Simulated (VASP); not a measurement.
Level of theory: PBEsol GGA, VASP's PBE PAW potentials (set 64) (plane waves; VASP).

VASP ran on this input.

POSCAR:
```
BaS(110) slab
4.498650
  0.9999998943   0.0000000000   0.0000000000
  0.0000000000   1.4142135168   0.0000000000
  0.0000000000   0.0000000000   5.3197500495
Ba S
4 4
Direct
  0.0000000000   0.0000000000   0.3641567184
  0.5000000000   0.5000000000   0.4498271186
  0.0000000000   0.0000000000   0.5501728814
  0.5000000000   0.5000000000   0.6358432816
  0.5000000000   0.0000000000   0.4475039594
  0.0000000000   0.5000000000   0.3654736546
  0.5000000000   0.0000000000   0.6345263454
  0.0000000000   0.5000000000   0.5524960406
```

**INCAR**
```
# general
SYSTEM  = BaS(110) slab
PREC    = Normal
ENCUT   = 400
LREAL   = F
LASPH   = T

# electronic loop
EDIFF   = 1E-6
NELM    = 100
NELMIN  = 4
ALGO    = Normal
LMAXMIX = 4

# smearing
ISMEAR  = 0
SIGMA   = 0.05

# functional
GGA     = PS

# output
LWAVE   = F
LCHARG  = F
LORBIT  = 11
LVHAR   = T

# other
LDIPOL  = T
IDIPOL  = 3
DIPOL   = 0.5 0.5 0.5
```

### KPOINTS
```
Automatic mesh
0
Gamma
5 3 1
0 0 0
```

POTCAR, in this order: Ba_sv S (PBE.64 set). Program: vasp_std. Read from the step before: WAVECAR.

Problem. What will the output report for the number of irreducible k-points (NKPTS), largest plane-wave count, number of space-group operations, FFT grid (NGX, NGY, NGZ)?

Solution. 
```json
{
 "number of irreducible k-points (NKPTS)": "6",
 "largest_plane_wave_count": "12473",
 "number_of_space_group_operations": "8",
 "FFT grid (NGX, NGY, NGZ)": "24 × 32 × 120"
}
```

The cell is a thin slab with vacuum, built from BaS (rock salt): (110) face.
